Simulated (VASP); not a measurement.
Method: PBEsol GGA, VASP's PBE PAW potentials (set 64) (plane waves; VASP 6.6.1).

VASP input:

**KPOINTS**
```
Automatic mesh
0
Gamma
5 5 4
0 0 0
```

### POSCAR
```
Y2In
1
    5.3700000000     0.0000000000     0.0000000000
   -2.6850000000     4.6505560000     0.0000000000
    0.0000000000     0.0000000000     6.7900000000
Y In
4 2
Direct
  0.3333330000   0.6666670000   0.7500000000
  0.6666670000   0.3333330000   0.2500000000
  0.0000000000   0.0000000000   0.0000000000
  0.0000000000   0.0000000000   0.5000000000
  0.3333330000   0.6666670000   0.2500000000
  0.6666670000   0.3333330000   0.7500000000
```

### INCAR
```
# general
SYSTEM   =  Y2In
PREC     =  Accurate
ENCUT    =  300
LREAL    =  .False.   # projection in real space or not
LASPH    =  .True.   # aspherical one-centre terms

# electronic loop
EDIFF    =  1E-6   # SCF stop (eV)
NELM     =  100
ALGO     =  Normal
LMAXMIX  =  4   # l cut-off of mixed one-centre charges

# smearing
ISMEAR   =  0   # Gaussian
SIGMA    =  0.2   # width (eV)

# functional
GGA      =  PS

# ions
ISIF     =  2   # forces and stress, cell fixed

# output
LWAVE    =  .False.
LCHARG   =  .False.
```

POTCAR, in this order: Y_sv In_d (PBE.64 set). Program: vasp_std.

Output

### OSZICAR
```
       N       E                     dE             d eps       ncg     rms          rms(c)
DAV:   1     0.504071631076E+03    0.50407E+03   -0.24871E+04  1260   0.127E+03
DAV:   2     0.148522945956E+02   -0.48922E+03   -0.47923E+03  1336   0.382E+02
DAV:   3    -0.333004045477E+02   -0.48153E+02   -0.47125E+02  1896   0.115E+02
DAV:   4    -0.376229307319E+02   -0.43225E+01   -0.42696E+01  2032   0.272E+01
DAV:   5    -0.378447850816E+02   -0.22185E+00   -0.22146E+00  1976   0.533E+00    0.497E+01
DAV:   6    -0.361452806504E+02    0.16995E+01   -0.31409E+00  1394   0.729E+00    0.335E+01
DAV:   7    -0.360191400233E+02    0.12614E+00   -0.46700E+00  1674   0.983E+00    0.403E+00
DAV:   8    -0.358788145386E+02    0.14033E+00   -0.11845E+00  1482   0.456E+00    0.121E+00
DAV:   9    -0.358834207558E+02   -0.46062E-02   -0.70006E-02  1880   0.131E+00    0.662E-01
DAV:  10    -0.358825293052E+02    0.89145E-03   -0.34100E-03  1642   0.411E-01    0.293E-01
DAV:  11    -0.358824724806E+02    0.56825E-04   -0.12233E-03  1904   0.183E-01    0.769E-02
DAV:  12    -0.358824626385E+02    0.98421E-05   -0.15337E-04  1766   0.930E-02    0.347E-02
DAV:  13    -0.358824647630E+02   -0.21245E-05   -0.35137E-05  1550   0.265E-02    0.139E-02
DAV:  14    -0.358824650063E+02   -0.24328E-06   -0.43394E-06  1318   0.144E-02
   1 F= -.35882465E+02 E0= -.35798703E+02  d E =-.167524E+00
```

### OUTCAR
```
------------------------ aborting loop because EDIFF is reached ----------------------------------------
  FORCE on cell =-STRESS in cart. coord.  units (eV):
  Direction    XX          YY          ZZ          XY          YZ          ZX
  --------------------------------------------------------------------------------------
  Total       -2.2287402     -2.2287398     -2.7007573      0.0000000      0.0000000      0.0000000
  in kB      -21.0581928    -21.0581891    -25.5180336      0.0000000      0.0000000      0.0000000
  external PRESSURE =     -22.5448052 kB  Pullay stress =       0.0000000 kB
  volume of cell :      169.57
      direct lattice vectors                 reciprocal lattice vectors
     5.370000000  0.000000000  0.000000000     0.186219739  0.107514026  0.000000000
    -2.685000000  4.650556000  0.000000000     0.000000000  0.215028053  0.000000000
     0.000000000  0.000000000  6.790000000     0.000000000  0.000000000  0.147275405
 POSITION                                       TOTAL-FORCE (eV/Angst)
 -----------------------------------------------------------------------------------
     -0.00000      3.10037      5.09250         0.000000      0.000000      0.000000
      2.68500      1.55018      1.69750        -0.000000     -0.000000      0.000000
      0.00000      0.00000      0.00000        -0.000000      0.000000      0.000000
      0.00000      0.00000      3.39500        -0.000000      0.000000      0.000000
     -0.00000      3.10037      1.69750        -0.000000     -0.000000      0.000000
      2.68500      1.55018      5.09250         0.000000      0.000000      0.000000
 -----------------------------------------------------------------------------------
    total drift:                                0.001715     -0.000990      0.000828
  FREE ENERGIE OF THE ION-ELECTRON SYSTEM (eV)
  ---------------------------------------------------
  free  energy   TOTEN  =       -35.8824650063 eV

  energy  without entropy=      -35.7149414644  energy(sigma->0) =      -35.79870324
```
(Selected blocks of OUTCAR.)

At this cut-off the stress carries a Pulay error, which pulls relaxed volumes low.

The structure comes from a measured Y2In entry of the Crystallography Open Database, whose conditions weren't checked. The cell was not relaxed at this level.
